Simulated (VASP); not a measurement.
# Valence-band splitting and hole masses of zinc-blende GaN under uniaxial [001] stress, r2SCAN with spin-orbit coupling on LDA cells

In zinc-blende GaN each gallium atom is bonded to four nitrogen atoms, and the top valence states are built mainly from nitrogen 2p orbitals. Cubic symmetry makes the three p directions equivalent, and stress along [001] removes that equivalence. The question is how far the levels move apart and which of them ends on top, since that level sets the mass of the holes and so matters for transport and for the polarisation of emitted light. The calculation covers strains from −2 % to +2 % along the axis, with the crystal free to respond across it. Level depths are counted downwards from the valence-band top at the zone centre, and masses are in units of the free-electron mass.

## Calculations

The start is a typed prototype cell. The crystal was relaxed with LDA. Strain is imposed along [001]; the strain across the axis is adjusted until the stress across it vanishes, and the atoms are relaxed with LDA. VASP 6.6.1, plane waves with PAW, cutoff 600 eV, no spin polarisation. Band edges are single points at r2SCAN with spin-orbit coupling on these cells, k mesh 9×9×9, read on short lines of k points at the zone centre and through the valleys; energies are counted from the valence-band top at the zone centre. Each level is the mean of a Kramers pair; masses are fitted within 0.05 1/Å of the zone centre and are rough where two bands nearly touch. All levels use the PAW data sets made with LDA.

Notes on method and selection:

- Runs that did not converge, have known faults or may not be shown are not listed, and runs on Ansatz's PAW sets soft_1 and soft_2 are kept to separate tables.

Columns:

- strain (%): strain along the axis (tension positive).
- second level (eV): second valence level below the top at Γ.
- third level (eV): third valence level below the top at Γ.
- mass, axis (mₑ): mass of the top hole band along the axis.
- mass, across (mₑ): mass of the top hole band across the axis.

Input lines of one member:

```
PREC = Accurate
ENCUT = 600
EDIFF = 1E-06
NELM = 100
ISMEAR = 0
SIGMA = 0.02
LREAL = .FALSE.
ALGO = Normal
METAGGA = R2SCAN
LASPH = .TRUE.
LNONCOLLINEAR = .TRUE.
NBANDS = 28
GGA_COMPAT = .FALSE.
LSORBIT = .TRUE.
KPAR = 3
```

Command (options for logging and memory left out): `mpirun -np 3 vasp_ncl`

## Numbers

| member | sign of the strain | strain (%) | second level (eV) | third level (eV) | mass, axis (mₑ) | mass, across (mₑ) |
| --- | --- | --- | --- | --- | --- | --- |
| −2 % | compression | −2.0 | 0.1199 | 0.1268 | 0.190 | 0.836 |
| −1.5 % | compression | −1.5 | 0.0902 | 0.0969 | 0.190 | 0.831 |
| −1 % | compression | −1.0 | 0.0599 | 0.0665 | 0.189 | 0.823 |
| −0.5 % | compression | −0.5 | 0.0292 | 0.0358 | 0.168 | 0.813 |
| 0 % | compression | 0.0 | 0.0000 | 0.0089 | 0.887 | 0.887 |
| 0 % | tension | 0.0 | 0.0000 | 0.0089 | 0.887 | 0.887 |
| +0.5 % | tension | 0.5 | 0.0051 | 0.0356 | 0.887 | 0.503 |
| +1 % | tension | 1.0 | 0.0053 | 0.0681 | 0.854 | 0.492 |
| +1.5 % | tension | 1.5 | 0.0053 | 0.1013 | 0.854 | 0.487 |
| +2 % | tension | 2.0 | 0.0052 | 0.1352 | 0.854 | 0.495 |

Least-squares fits to the whole series, with x = strain (%); R² and errors in the fitted variable (y, or ln y where the fit is in ln y):

| y | sign of the strain | members | fit | R² | rms residual | leave-one-out rms | the same for the mean of the others |
| --- | --- | --- | --- | --- | --- | --- | --- |
| third level (eV) | compression | 5 | y = 0.007600 − 0.05938 x | 1.00 | 9.4×10⁻⁴ | 0.0018 | 0.052 |
| third level (eV) | tension | 5 | y = 0.006160 + 0.06366 x | 1.00 | 0.0020 | 0.0040 | 0.056 |
| second level (eV) | compression | 5 | y = −3.200×10⁻⁴ − 0.06016 x | 1.00 | 3.2×10⁻⁴ | 5.5×10⁻⁴ | 0.053 |
| second level (eV) | tension | 5 | y = 0.002060 + 0.002120 x | 0.51 | 0.0015 | 0.0030 | 0.0026 (fit no better) |

## Reading the trend

Without strain the two upper levels coincide and the third lies 0.0089 eV below them, which is the spin-orbit splitting. Strain of either sign opens a much larger separation, about 0.06 eV per per cent, but the order of the levels differs.

Under compression one level stands alone on top. At −2 % the other two lie 0.1199 and 0.1268 eV below it, only 0.1268 − 0.1199 = 0.0069 eV apart. Under tension two levels stay together at the top, 0.0051 to 0.0053 eV apart, while the third sinks to 0.1352 eV at +2 %.

Bond directions explain this order. Tension turns the bonds towards the axis, which strengthens the bonding of the p orbital along it (p_z) and lowers its level, leaving the p_x, p_y pair on top. Compression does the reverse and lifts p_z. Spin-orbit coupling then splits the p_x, p_y pair by about two thirds of its unstrained value, 2 × 0.0089 / 3 = 0.0059 eV, close to the small separations on both sides.

The mass follows the orbital. A p orbital pointing along the direction of motion couples to the s-like conduction band and gives a light hole; one pointing sideways gives a heavy hole. The p_z top band under compression is therefore light along the axis (0.190 at −2 %) and heavy across it (0.836). Under tension the top band is heavy along the axis (0.854 at +2 %) and lighter across it (0.495), because p_x and p_y both take part. From −2 % to +2 % the axial mass rises by a factor of 0.854 / 0.190 = 4.5, while the mass across falls by a factor of 0.836 / 0.495 = 1.7. The change is a switch of band character around zero strain: from −1 % to −2 % the axial mass hardly moves.

## Residuals

Largest departures from the fit to the whole series:

| member | sign of the strain | third level (eV) | fit | computed − fit | in rms residuals |
| --- | --- | --- | --- | --- | --- |
| −0.5 % | compression | 0.0358 | 0.0373 | −0.0015 | 1.6 |
| 0 % | tension | 0.0089 | 0.0062 | +0.0027 | 1.4 |
| 0 % | compression | 0.0089 | 0.0076 | +0.0013 | 1.4 |
| +0.5 % | tension | 0.0356 | 0.0380 | −0.0024 | 1.2 |

The largest departures from the straight lines for the third level sit at 0 % and ±0.5 %. The unstrained crystal lies above the tension line by 0.0027 eV and the +0.5 % member below it by 0.0024 eV; compression shows the same pattern, more weakly. Spin-orbit coupling is the reason. It already separates the third level at zero strain, so the first step of strain adds somewhat less than later ones, and the linear course sets in only once the strain splitting is clearly the larger of the two.

Among the masses, the axial value at −0.5 % stands out: 0.168 against 0.189 at −1 %. With ħ²/2mₑ ≈ 3.8 eV Å², a band of mass 0.19 falls by about 3.8 × 0.05² / 0.19 = 0.05 eV within the fitted range. That exceeds the 0.0292 eV to the second level at −0.5 %, but not the 0.0599 eV at −1 %. The light band thus runs into the heavy ones inside the fitting range, and a fit there is unreliable. The direction of the error depends on the form of the fit: a simple parabola through a top band that flattens would give too heavy a mass, while a fit with higher-order terms can give too light a one. The r2SCAN stress of this member is also out of line with its neighbours, which suggests a numerical fault in that run, although its level splittings fit the series. Whether that fault affects the mass remains open, so the low value should not be read as an effect of strain.

The masses across the axis under tension are rough for a similar reason, as a second band lies only 0.005 eV below. The small step in the axial mass between +0.5 % and +1 % may also come from the fit and should not be read as a trend.

## Using the table

**Which member offers light holes along the axis that stay in the top band at room temperature?**
Only the compressed members have a light axial mass. The thermal energy is about 0.026 eV. At −1 % the second level lies 0.0599 / 0.026 = 2.3 thermal energies down, so a state there holds about exp(−2.3) = 0.10 times as many holes as one at the top. At −2 % the distance is 0.1199 / 0.026 = 4.6, and the factor drops to about 0.01. The −2 % member is the safer choice, with an axial mass of 0.190.

**How much tension puts the third level 0.10 eV below the top?**
The tension line gives (0.10 − 0.00616) / 0.06366 = 1.47 %. The +1.5 % member, with 0.1013 eV, confirms it. The second level is still only 0.0053 eV down, or 0.0053 / 0.026 = 0.2 thermal energies, so two bands share the holes.

**Can spin-orbit coupling be left out to save time?**
For the large splitting at −2 %, nearly. Without the coupling the two lower levels would merge close to their mean, (0.1199 + 0.1268) / 2 = 0.1234 eV, a shift of 0.1234 − 0.1199 = 0.0035 eV or 3 %. For the masses under tension it cannot: the 0.0052 eV separation at +2 % would vanish, and the top band across the axis would take on the heavy character of a sideways p orbital.

## Conclusions

Between −2 % and +2 % the sign of the strain decides the character of the top hole band. Compression isolates a single band, the better the larger the strain; tension leaves a close pair at any strain in the series. By the symmetry of the orbitals, light emitted through the p_z band should be polarised mainly along the axis, and light emitted through the p_x, p_y pair mainly across it. The gap remains direct at the zone centre throughout.

r2SCAN gives too small a gap for semiconductors of this kind. This exaggerates the coupling between the light hole and the conduction band, so the light axial masses under compression are probably too low; the heavy masses should suffer less. The cells come from LDA, which tends to make bonds slightly short and so widens the gap a little, offsetting part of that error. Lattice vibrations are absent, and their coupling to the holes would make the masses heavier. No measured splittings or masses are compared here.

[Logs are printed without paths, hosts, clocks, repeated set-up lines and the standing remarks that a program may print on its own settings, such as how far it seeks lower states.]
